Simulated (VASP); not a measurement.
OSZICAR of a VASP run on MgS (rock salt):

OSZICAR:
```
       N       E                     dE             d eps       ncg     rms          rms(c)
DAV:   1     0.219259705771E+02    0.21926E+02   -0.32765E+03  1616   0.653E+02
DAV:   2    -0.536134315082E+01   -0.27287E+02   -0.25563E+02  2120   0.992E+01
DAV:   3    -0.614504416723E+01   -0.78370E+00   -0.78370E+00  1808   0.228E+01
DAV:   4    -0.614856489905E+01   -0.35207E-02   -0.35207E-02  2432   0.171E+00
DAV:   5    -0.614856918038E+01   -0.42813E-05   -0.42811E-05  1936   0.473E-02    0.419E+00
DAV:   6    -0.571809284800E+01    0.43048E+00   -0.12072E+00  1552   0.551E+00    0.345E+00
DAV:   7    -0.568225084266E+01    0.35842E-01   -0.26391E-01  1904   0.281E+00    0.262E+00
DAV:   8    -0.568535998692E+01   -0.31091E-02   -0.15895E-02  1672   0.124E+00    0.115E+00
DAV:   9    -0.568509845912E+01    0.26153E-03   -0.87978E-04  1936   0.248E-01    0.278E-01
DAV:  10    -0.568514167137E+01   -0.43212E-04   -0.15711E-04  2176   0.919E-02    0.111E-02
DAV:  11    -0.568513834502E+01    0.33264E-05   -0.20521E-05  1760   0.252E-02    0.478E-03
DAV:  12    -0.568513852146E+01   -0.17644E-06   -0.48506E-07  1184   0.616E-03
   1 F= -.56851385E+01 E0= -.56851385E+01  d E =-.206247E-17
```

Question: Which electronic solver shows in the log?

Answer: It is blocked Davidson (ALGO = Normal, or the opening steps of other solvers). The INCAR had ALGO = Normal.

Question: Can the final energy be trusted as converged?

Answer: The calculation finished and met its thresholds. It stopped with EDIFF = 1E-6, NELM = 100 (optB88-vdW, plane waves, VASP's PBE PAW potentials (set 64)).

The compound is MgS in the rock salt structure. The cell was not relaxed at this level, atoms are displaced from their ideal sites. The run is one of a series of settings (AGGAC = 0.0, GGA = BO, LUSE_VDW = .TRUE., PARAM1 = 0.1833333333, PARAM2 = 0.22 against the base run), some of them coarse on purpose.
